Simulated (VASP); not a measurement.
Output of a VASP run:

### OUTCAR
```
 ion  position               nearest neighbor table
   1  0.000  0.000  0.000-   2 2.39   2 2.39   2 2.39   2 2.39   2 2.39   2 2.39
   2  0.500  0.500  0.500-   1 2.39   1 2.39   1 2.39   1 2.39   1 2.39   1 2.39
  LATTYP: Found a face centered cubic cell.
 ALAT       =     4.7769928678
 Subroutine PRICEL returns:
 Original cell was already a primitive cell.
 Subroutine GETGRP returns: Found 48 space group operations
The static configuration has the point symmetry O_h .
The dynamic configuration has the point symmetry O_h .
 Subroutine INISYM returns: Found 48 space group operations
 Subroutine IBZKPT returns following result:
 Found     56 irreducible k-points:

 Following reciprocal coordinates:
            Coordinates               Weight
  0.000000  0.000000  0.000000      1.000000
  0.090909  0.000000  0.000000      8.000000
  0.181818  0.000000  0.000000      8.000000
  0.272727  0.000000  0.000000      8.000000
  0.363636  0.000000  0.000000      8.000000
  0.454545  0.000000  0.000000      8.000000
  0.090909  0.090909  0.000000      6.000000
  0.181818  0.090909  0.000000     24.000000
  0.272727  0.090909  0.000000     24.000000
  0.363636  0.090909  0.000000     24.000000
  0.454545  0.090909  0.000000     24.000000
 -0.454545  0.090909  0.000000     24.000000
 -0.363636  0.090909  0.000000     24.000000
 -0.272727  0.090909  0.000000     24.000000
 -0.181818  0.090909  0.000000     24.000000
 -0.090909  0.090909  0.000000     12.000000
  0.181818  0.181818  0.000000      6.000000
  0.272727  0.181818  0.000000     24.000000
  0.363636  0.181818  0.000000     24.000000
  0.454545  0.181818  0.000000     24.000000
 -0.454545  0.181818  0.000000     24.000000
 -0.363636  0.181818  0.000000     24.000000
 -0.272727  0.181818  0.000000     24.000000
 -0.181818  0.181818  0.000000     12.000000
  0.272727  0.272727  0.000000      6.000000
  0.363636  0.272727  0.000000     24.000000
  0.454545  0.272727  0.000000     24.000000
 -0.454545  0.272727  0.000000     24.000000
 -0.363636  0.272727  0.000000     24.000000
 -0.272727  0.272727  0.000000     12.000000
  0.363636  0.363636  0.000000      6.000000
  0.454545  0.363636  0.000000     24.000000
 -0.454545  0.363636  0.000000     24.000000
 -0.363636  0.363636  0.000000     12.000000
  0.454545  0.454545  0.000000      6.000000
 -0.454545  0.454545  0.000000     12.000000
  0.272727  0.181818  0.090909     24.000000
  0.363636  0.181818  0.090909     48.000000
  0.454545  0.181818  0.090909     48.000000
 -0.454545  0.181818  0.090909     48.000000
   k-points           NKPTS =     56   k-points in BZ     NKDIM =     56   number of bands    NBANDS=     12
   number of dos      NEDOS =    601   number of ions     NIONS =      2
   total plane-waves  NPLWV =  21952
   dimension x,y,z NGX =    28 NGY =   28 NGZ =   28
   dimension x,y,z NGXF=    56 NGYF=   56 NGZF=   56
   ions per type =               1   1
   PREC   = accura    normal or accurate (medium, high low for compatibility)
   ISTART =      0    job   : 0-new  1-cont  2-samecut
   ICHARG =      2    charge: 1-file 2-atom 10-const
   ISPIN  =      1    spin polarized calculation?
   LNONCOLLINEAR =      F non collinear calculations
   LSORBIT =      F    spin-orbit coupling
   INIWAV =      1    electr: 0-lowe 1-rand  2-diag
   ENCUT  =  520.0 eV  38.22 Ry    6.18 a.u.   6.28  6.28  6.28*2*pi/ulx,y,z
   NELM   =    100;   NELMIN=  2; NELMDL= -5     # of ELM steps
   EDIFF  = 0.1E-06   stopping-criterion for ELM
   LREAL  =      F    real-space projection
   NLSPLINE    = F    spline interpolate recip. space projectors
   LMAXMIX     =    2 max onsite mixed and CHGCAR
   VOSKOWN=      0    Vosko Wilk Nusair interpolation
   EDIFFG = 0.1E-05   stopping-criterion for IOM
   NSW    =      0    number of steps for IOM
   NBLOCK =      1;   KBLOCK =      1    inner block; outer block
   IBRION =     -1    ionic relax: 0-MD 1-quasi-New 2-CG
...
```

**OSZICAR**
```
       N       E                     dE             d eps       ncg     rms          rms(c)
DAV:   1     0.131119190284E+03    0.13112E+03   -0.86785E+03  1344   0.137E+03
DAV:   2    -0.799481960727E+01   -0.13911E+03   -0.13113E+03  1528   0.339E+02
DAV:   3    -0.146900980020E+02   -0.66953E+01   -0.66380E+01  1716   0.763E+01
DAV:   4    -0.149300034322E+02   -0.23991E+00   -0.23964E+00  1948   0.131E+01
DAV:   5    -0.149323624545E+02   -0.23590E-02   -0.23590E-02  1668   0.141E+00    0.807E+00
DAV:   6    -0.134792667392E+02    0.14531E+01   -0.74930E+00  1568   0.261E+01    0.357E+00
DAV:   7    -0.134249280551E+02    0.54339E-01   -0.63156E-01  1868   0.794E+00    0.170E+00
DAV:   8    -0.134129209608E+02    0.12007E-01   -0.68617E-02  1464   0.302E+00    0.379E-01
DAV:   9    -0.134110641947E+02    0.18568E-02   -0.18886E-02  1684   0.112E+00    0.129E-01
DAV:  10    -0.134113007567E+02   -0.23656E-03   -0.17019E-03  1460   0.463E-01    0.231E-02
DAV:  11    -0.134113071267E+02   -0.63700E-05   -0.14148E-04  1900   0.116E-01    0.147E-02
DAV:  12    -0.134113043620E+02    0.27647E-05   -0.11293E-05  1620   0.406E-02    0.405E-03
DAV:  13    -0.134113042254E+02    0.13660E-06   -0.21275E-06  1780   0.121E-02    0.103E-03
DAV:  14    -0.134113041618E+02    0.63570E-07   -0.12926E-07  1140   0.464E-03
   1 F= -.13411304E+02 E0= -.13411304E+02  d E =0.000000E+00
```

OUTCAR:
```
------------------------ aborting loop because EDIFF is reached ----------------------------------------
  FORCE on cell =-STRESS in cart. coord.  units (eV):
  Direction    XX          YY          ZZ          XY          YZ          ZX
  --------------------------------------------------------------------------------------
  Total       -0.0125042     -0.0125042     -0.0125042     -0.0000000      0.0000000     -0.0000000
  in kB       -0.7351300     -0.7351300     -0.7351300     -0.0000000      0.0000000     -0.0000000
  external PRESSURE =      -0.7351300 kB  Pullay stress =       0.0000000 kB
  volume of cell :       27.25
      direct lattice vectors                 reciprocal lattice vectors
     0.000000000  2.388496434  2.388496434    -0.209336716  0.209336716  0.209336716
     2.388496434  0.000000000  2.388496434     0.209336716 -0.209336716  0.209336716
     2.388496434  2.388496434  0.000000000     0.209336716  0.209336716 -0.209336716
  FREE ENERGIE OF THE ION-ELECTRON SYSTEM (eV)
  ---------------------------------------------------
  free  energy   TOTEN  =       -13.4113041618 eV

  energy  without entropy=      -13.4113041618  energy(sigma->0) =      -13.41130416

 total charge

# of ion       s       p       d       tot
------------------------------------------
    1        2.043   5.881   0.313   8.237
    2        1.546   3.438   0.000   4.984
--------------------------------------------------
tot          3.589   9.319   0.313  13.221
```
(Selected blocks of OUTCAR.)

POSCAR:
```
CaO
1
   -0.0000000000     2.3884964339     2.3884964339
    2.3884964339     0.0000000000     2.3884964339
    2.3884964339     2.3884964339     0.0000000000
Ca O
1 1
Direct
  0.0000000000   1.0000000000   1.0000000000
  0.5000000000   0.5000000000   0.5000000000
```

Question: Reconstruct the remaining input files.

Answer: This is not unique; one that fits is the input of the run itself, PBEsol GGA, plane waves, VASP's PBE PAW potentials (set 64).

**INCAR**
```
ALGO=Normal
EDIFF=1E-7
ENCUT=520
GGA=PS
ISIF=2
ISMEAR=-5
LASPH=.TRUE.
LCHARG=.TRUE.
LORBIT=11
LREAL=.FALSE.
LWAVE=.FALSE.
NEDOS=601
NELM=100
PREC=Accurate
SYSTEM=CaO
```

### KPOINTS
```
K-points
0
G
 11 11 11
0 0 0
```

POTCAR, in this order: Ca_sv O (PBE.64 set). Program: vasp_std.

The structure was generated: CaO was put into the rock salt type (Fm-3m), which need not be its known phase. It was relaxed first, which changed the volume by -24 %.
